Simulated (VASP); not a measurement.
# MgCd2Te3 (Cmmm) in VASP: further runs

One crystal, MgCd2Te3, is run at these levels: PBE; tasks: relaxation of cell and atoms.

All numbers are computed with VASP 6.6.1; they aren't measurements. Logs are shortened: lines on timing, memory, paths and dates and some standing lists are left out, and cuts for length are marked.

### 1 Starting point

The structure is orthorhombic, space group Cmmm (No. 65). The conventional cell has a = 5.741 Å, b = 8.763 Å, c = 7.086 Å, α = 90.00°, β = 90.00°, γ = 90.00°. Mg (site symmetry mmm) is surrounded by 2 Te at 2.87 Å. Around Cd (site symmetry mm2) lie 1 Te at 2.29 Å and 1 Cd at 2.51 Å. Around Te (site symmetry m2m) lie 2 Cd at 2.97 Å and 3 Te at 3.04 to 3.39 Å. Te (site symmetry mmm) has 2 Cd at 2.29 Å as nearest neighbours.

The cell was built by a generator and needn't be a form met in nature.

### 2 Relaxation of cell and atoms, PBE

File INCAR:

```
SYSTEM = MgCd2Te3
  PREC = Normal
  ENCUT = 520
  EDIFF = 1E-4
  ISMEAR = 0
  SIGMA = 0.15
  LREAL = .False.
  LASPH = .True.
  NELM = 60
  ALGO = Fast
  ISIF = 3
  LWAVE = .False.
  LCHARG = .False.
  GGA = PE
  IBRION = 2
  NSW = 24
  EDIFFG = -0.08
```

File KPOINTS:

```
regular mesh
0
Gamma
  3 3 2
  0 0 0
```

File POSCAR:

```
MgCd2Te3
1.0
    2.8706182500     -4.3816573700      0.0000000000
    2.8706182500      4.3816573700      0.0000000000
    0.0000000000      0.0000000000      7.0856386200
Mg Cd Te
1 2 3
Direct
    0.5000000000      0.5000000000      0.5000000000
    0.0000000000      0.0000000000      0.1773453100
    0.0000000000      0.0000000000      0.8226546900
    0.3065922800      0.6934077200      0.0000000000
    0.6934077200      0.3065922800      0.0000000000
    0.0000000000      0.0000000000      0.5000000000
```

Potentials or basis: VASP PAW PBE potentials, release 64 (Mg, Cd, Te).

Run with:

```bash
cat potpaw_PBE.64/Mg/POTCAR potpaw_PBE.64/Cd/POTCAR potpaw_PBE.64/Te/POTCAR > POTCAR
mpirun -np 1 vasp_std > vasp.out
```

OUTCAR:

```text
SYSTEM = MgCd2Te3
   PREC = Normal
   ENCUT = 520
   EDIFF = 1E-4
   ISMEAR = 0
   LREAL = .False.
   LASPH = .True.
   NELM = 60
   ISIF = 3
   GGA = PE
   IBRION = 2
   NSW = 24
   EDIFFG = -0.08

 ion  position               nearest neighbor table
   1  0.500  0.500  0.500-   6 2.87   6 2.87   2 3.67   2 3.67   3 3.67   3 3.67
   2  0.000  0.000  0.177-   6 2.29   3 2.51   5 2.97   4 2.97   5 3.56   4 3.56   5 3.56   4 3.56
                             1 3.67   1 3.67
   3  0.000  0.000  0.823-   6 2.29   2 2.51   5 2.97   4 2.97   5 3.56   4 3.56   5 3.56   4 3.56
                             1 3.67   1 3.67
   4  0.307  0.693  0.000-   2 2.97   3 2.97   5 3.04   5 3.04   5 3.39   3 3.56   2 3.56   3 3.56
                             2 3.56
   5  0.693  0.307  0.000-   2 2.97   3 2.97   4 3.04   4 3.04   4 3.39   2 3.56   3 3.56   2 3.56
                             3 3.56
   6  0.000  0.000  0.500-   2 2.29   3 2.29   1 2.87   1 2.87

  LATTYP: Found a base centered orthorhombic cell.
 ALAT       =     5.7412365000
 B/A-ratio  =     1.5263810749
 C/A-ratio  =     1.2341659536

  Lattice vectors:

 A1 = (   2.8706182500,  -4.3816573700,   0.0000000000)
 A2 = (   2.8706182500,   4.3816573700,   0.0000000000)
 A3 = (   0.0000000000,   0.0000000000,   7.0856386200)

Analysis of symmetry for initial positions (statically):
=====================================================================
 Subroutine PRICEL returns:
 Original cell was already a primitive cell.

 Routine SETGRP: Setting up the symmetry group for a
 base centered orthorhombic supercell.

 Subroutine GETGRP returns: Found  8 space group operations
 (whereof  8 operations were pure point group operations)
 out of a pool of  8 trial point group operations.

The static configuration has the point symmetry D_2h.

Analysis of symmetry for dynamics (positions and initial velocities):
=====================================================================
 Subroutine PRICEL returns:
 Original cell was already a primitive cell.

 Routine SETGRP: Setting up the symmetry group for a
 base centered orthorhombic supercell.

 Subroutine GETGRP returns: Found  8 space group operations
 (whereof  8 operations were pure point group operations)
 out of a pool of  8 trial point group operations.

The dynamic configuration has the point symmetry D_2h.

 Subroutine INISYM returns: Found  8 space group operations
 (whereof  8 operations are pure point group operations),
 and found     1 'primitive' translations

----------------------------------------------------------------------------------------

                                     Primitive cell

  volume of cell :     178.2473

  direct lattice vectors                    reciprocal lattice vectors
     2.870618250 -4.381657370  0.000000000     0.174178507 -0.114112072  0.000000000
     2.870618250  4.381657370  0.000000000     0.174178507  0.114112072  0.000000000
     0.000000000  0.000000000  7.085638620     0.000000000  0.000000000  0.141130539

  length of vectors
     5.238260250  5.238260250  7.085638620     0.208229962  0.208229962  0.141130539

  position of ions in fractional coordinates (direct lattice)
     0.500000000  0.500000000  0.500000000
     0.000000000  0.000000000  0.177345310
     0.000000000  0.000000000  0.822654690
     0.306592280  0.693407720  0.000000000
     0.693407720  0.306592280  0.000000000
     0.000000000  0.000000000  0.500000000

  ion indices of the primitive-cell ions
   primitive index   ion index
                 1           1
                 2           2
                 3           3
                 4           4
                 5           5
                 6           6

----------------------------------------------------------------------------------------

 KPOINTS: regular mesh

Automatic generation of k-mesh.
 Grid dimensions read from file:
 generate k-points for:    3    3    2

 Generating k-lattice:

  Cartesian coordinates                     Fractional coordinates (reciprocal lattice)
     0.058059502 -0.038037357  0.000000000     0.333333333  0.000000000  0.000000000
     0.058059502  0.038037357  0.000000000     0.000000000  0.333333333  0.000000000
     0.000000000  0.000000000  0.070565270     0.000000000  0.000000000  0.500000000

  Length of vectors
     0.069409987  0.069409987  0.070565270

  Shift w.r.t. Gamma in fractional coordinates (k-lattice)
     0.000000000  0.000000000  0.000000000

 Subroutine IBZKPT returns following result:
 ===========================================

 Found      8 irreducible k-points:

 Following reciprocal coordinates:
            Coordinates               Weight
  0.000000  0.000000  0.000000      1.000000
  0.333333  0.000000  0.000000      4.000000
  0.333333  0.333333  0.000000      2.000000
 -0.333333  0.333333  0.000000      2.000000
  0.000000  0.000000  0.500000      1.000000
  0.333333  0.000000  0.500000      4.000000
  0.333333  0.333333  0.500000      2.000000
 -0.333333  0.333333  0.500000      2.000000
   k-points           NKPTS =      8   k-points in BZ     NKDIM =      8   number of bands    NBANDS=     26
   number of dos      NEDOS =    301   number of ions     NIONS =      6
   total plane-waves  NPLWV =  36000
   dimension x,y,z NGX =    30 NGY =   30 NGZ =   40
   dimension x,y,z NGXF=    60 NGYF=   60 NGZF=   80
   ions per type =               1   2   3
   NGX,Y,Z   is equivalent  to a cutoff of   9.52,  9.52,  9.38 a.u.
   NGXF,Y,Z  is equivalent  to a cutoff of  19.04, 19.04, 18.77 a.u.
 SYSTEM =  MgCd2Te3
   PREC   = normal    normal or accurate (medium, high low for compatibility)
   ISTART =      0    job   : 0-new  1-cont  2-samecut
   ICHARG =      2    charge: 1-file 2-atom 10-const
   ISPIN  =      1    spin polarized calculation?
   LNONCOLLINEAR =      F non collinear calculations
   LSORBIT =      F    spin-orbit coupling
   LASPH  =      T    aspherical Exc in radial PAW
   ENCUT  =  520.0 eV  38.22 Ry    6.18 a.u.   9.74  9.74 13.17*2*pi/ulx,y,z
   NELM   =     60;   NELMIN=  2; NELMDL= -5     # of ELM steps
   EDIFF  = 0.1E-03   stopping-criterion for ELM
   LREAL  =      F    real-space projection
   EDIFFG = -.8E-01   stopping-criterion for IOM
   NSW    =     24    number of steps for IOM
   IBRION =      2    ionic relax: 0-MD 1-quasi-New 2-CG
   NFREE  =      1    steps in history (QN), initial steepest desc. (CG)
   ISIF   =      3    stress and relaxation
   ISYM   =      2    0-nonsym 1-usesym 2-fastsym
   POTIM  = 0.5000    time-step for ionic-motion
   TEBEG  =    0.0;   TEEND  =   0.0 temperature during run
   PSTRESS=    0.0 pullay stress
   NELECT =      44.0000    total number of electrons
   NUPDOWN=      -1.0000    fix difference up-down
   EMIN   =  10.00;   EMAX   =-10.00  energy-range for DOS
   EFERMI =   0.00;   METHOD = LEGACY
   ISMEAR =     0;   SIGMA  =   0.15  broadening in eV -4-tet -1-fermi 0-gaus
   EFERMI_NEDOS =   21; number of points for ismear=-14 and -15
   IALGO  =     68    algorithm
   IMIX   =      4    mixing-type and parameters
     AMIX     =   0.40;   BMIX     =  1.00
     AMIX_MAG =   1.60;   BMIX_MAG =  1.00
  volume/ion in A,a.u.               =      29.71       200.48
  Fermi-wavevector in a.u.,A,eV,Ry     =   1.026955  1.940664 14.349203  1.054637
  Thomas-Fermi vector in A             =   2.160875
   LORBIT       =      0    0 simple, 1 ext, 2 COOP (PROOUT), +10 PAW based schemes
   GGA     = PE    functional components
   LHFCALC =     F    Hartree Fock is set to
   AEXX    =    0.0000 exact exchange contribution
   IVDW    =     0    specifies the selected vdW correction
   LEPSILON=     F    determine dielectric tensor
   LRPA    =     F    only Hartree local field effects (RPA)
 conjugate gradient relaxation of ions
 non-spin polarized calculation
 RMM-DIIS sequential band-by-band and
 Gauss-broadening in eV      SIGMA  =   0.15
  energy-cutoff  :      520.00
  volume of cell :      178.25
 maximum number of plane-waves:      4816
   NGX = 19   NGY = 19   NGZ = 27

--------------------------------------- Ionic step        1  -------------------------------------------

 number of electron      44.0000023 magnetization

 Free energy of the ion-electron system (eV)
  ---------------------------------------------------
  ext. energy  EPLUGINS =         0.00000000
  ---------------------------------------------------
  free energy    TOTEN  =        -9.02083713 eV

  energy without entropy =       -8.98877521  energy(sigma->0) =       -9.00480617

------------------------ aborting loop because EDIFF is reached ----------------------------------------

  FORCE on cell =-STRESS in cart. coord.  units (eV):
  Direction    XX          YY          ZZ          XY          YZ          ZX
  --------------------------------------------------------------------------------------
  -------------------------------------------------------------------------------------
  Total        4.7140859      6.1993037     38.0934294     -0.0000000      0.0000000      0.0000000
  in kB       42.3726105     55.7225066    342.4031917     -0.0000000      0.0000000      0.0000000
  external PRESSURE =     146.8327696 kB  Pullay stress =       0.0000000 kB

 VOLUME and BASIS-vectors are now :
 -----------------------------------------------------------------------------
  energy-cutoff  :      520.00
  volume of cell :      178.25
      direct lattice vectors                 reciprocal lattice vectors
     2.870618250 -4.381657370  0.000000000     0.174178507 -0.114112072  0.000000000
     2.870618250  4.381657370  0.000000000     0.174178507  0.114112072  0.000000000
     0.000000000  0.000000000  7.085638620     0.000000000  0.000000000  0.141130539
[... 281 lines left out ...]
 POSITION                                       TOTAL-FORCE (eV/Angst)
 -----------------------------------------------------------------------------------
      2.87677      0.00000      4.31878         0.000000     -0.000000      0.000000
      2.87677     -4.46287      1.41667         0.000000     -0.000000      0.097279
      2.87677     -4.46287      7.22089        -0.000000     -0.000000     -0.097279
      2.87677      1.66251      0.00000         0.000000     -0.094160      0.000000
      2.87677     -1.66251      8.63756         0.000000      0.094160      0.000000
      2.87677     -4.46287      4.31878         0.000000     -0.000000      0.000000
 -----------------------------------------------------------------------------------
    total drift:                                0.000000     -0.000000      0.000000

  FREE ENERGIE OF THE ION-ELECTRON SYSTEM (eV)
  ---------------------------------------------------
  free  energy   TOTEN  =       -12.3356033773 eV

  energy  without entropy=      -12.3144409874  energy(sigma->0) =      -12.32502218

--------------------------------------- Ionic step        9  -------------------------------------------

 number of electron      44.0000039 magnetization

 Free energy of the ion-electron system (eV)
  ---------------------------------------------------
  ext. energy  EPLUGINS =         0.00000000
  ---------------------------------------------------
  free energy    TOTEN  =       -12.33992239 eV

  energy without entropy =      -12.31969813  energy(sigma->0) =      -12.32981026

 E-fermi :   3.1215     XC(G=0):  -8.1515

 val. band max:        3.0576576917   @ k =   0.3333   0.3333   0.5000
 cond. band min:       3.2541866401   @ k =   0.3333   0.0000   0.5000
 fundamental gap:      0.1965289483
 Fermi energy:         3.1214664323

 k-point     1 :       0.0000    0.0000    0.0000
  band No.  band energies     occupation
      1      -9.8026      2.00000
      2      -8.5823      2.00000
      3      -6.7603      2.00000
      4      -6.1436      2.00000
      5      -6.0805      2.00000
      6      -5.9404      2.00000
[... 18 lines left out ...]
     25       5.0129      0.00000
     26       5.7947      0.00000
[... 223 lines left out ...]
 POSITION                                       TOTAL-FORCE (eV/Angst)
 -----------------------------------------------------------------------------------
      2.88584      0.00000      4.29865         0.000000     -0.000000     -0.000000
      0.00000      0.00000      1.42183        -0.000000     -0.000000      0.007676
      0.00000      0.00000      7.17546         0.000000     -0.000000     -0.007676
      2.88584      1.63708      0.00000         0.000000     -0.049009     -0.000000
      2.88584     -1.63708      0.00000         0.000000      0.049009     -0.000000
      0.00000      0.00000      4.29865        -0.000000     -0.000000     -0.000000
 -----------------------------------------------------------------------------------
    total drift:                                0.000000     -0.000000     -0.000000

  FREE ENERGIE OF THE ION-ELECTRON SYSTEM (eV)
  ---------------------------------------------------
  free  energy   TOTEN  =       -12.3399223864 eV

  energy  without entropy=      -12.3196981293  energy(sigma->0) =      -12.32981026

 reached required accuracy - stopping structural energy minimisation
```

It took 2.2 min on 1 thread of Intel Xeon Platinum 8259CL at 2.50GHz (Skylake/Cascade Lake), shared host; peak memory 0.21 GiB.

What came out:

```
Free energy                            : -12.3399 eV
Relaxed volume                         : 36.52 Å³/atom
Relaxed cell                           : a = 5.276 Å, b = 5.276 Å, c = 8.597 Å, α = 90.00°, β = 90.00°, γ = 113.67°
Space group after relaxing (to 0.05 Å) : Cmmm (No. 65)
Energy gained by relaxing              : 553.2 meV/atom
Ionic steps                            : 9
Pressure after relaxing                : 0.1 GPa
Largest force after relaxing           : 0.049 eV/Å
Band gap on the k mesh                 : none (metal or under the smearing width)
```

Forces on the atoms (eV/Å):
```
Mg   0.000  0.000  0.000
Cd   0.000  0.000  0.008
Cd   0.000  0.000 -0.008
Te   0.000 -0.049  0.000
Te   0.000  0.049  0.000
Te   0.000  0.000  0.000
```

Stress tensor (GPa, compression positive):
```
0.00 0.00 0.00
0.00 0.15 0.00
0.00 0.00 0.23
```

Step by step:
| step | energy change (eV) | largest force (eV/Å) | pressure (GPa) | volume (Å³) |
| --- | --- | --- | --- | --- |
| 1 | 0.0000 | 4.5930 | 14.68 | 178.25 |
| 2 | -2.7974 | 1.1485 | -2.34 | 253.71 |
| 3 | -3.1601 | 1.1176 | 0.34 | 220.25 |
| 4 | -3.1571 | 1.2337 | -0.59 | 227.25 |
| 5 | -3.1654 | 1.1883 | -0.21 | 224.45 |
| 6 | -3.2910 | 0.3617 | -0.36 | 224.20 |
| 7 | -3.3004 | 0.1505 | -0.30 | 224.06 |
| 8 | -3.3148 | 0.0973 | -0.13 | 221.79 |
| 9 | -3.3191 | 0.0490 | 0.13 | 219.14 |

Final structure:
```
Mg Cd Te
1.0
     2.88584   -4.41628    0.00000
     2.88584    4.41628    0.00000
     0.00000    0.00000    8.59729
Mg Cd Te
1 2 3
Direct
  0.50000 0.50000 0.50000
  0.00000 0.00000 0.16538
  0.00000 0.00000 0.83462
  0.31465 0.68535 0.00000
  0.68535 0.31465 0.00000
  0.00000 0.00000 0.50000
```

Caveat: the k mesh is coarse (spacing up to 0.44 Å⁻¹), so the values aren't converged; the volume moved by over 15 % at a fixed basis, so the end points are rough; the relaxation stopped at a loose force limit of 0.08 eV/Å, so its end isn't a converged minimum.

[end of part 1 of 2]
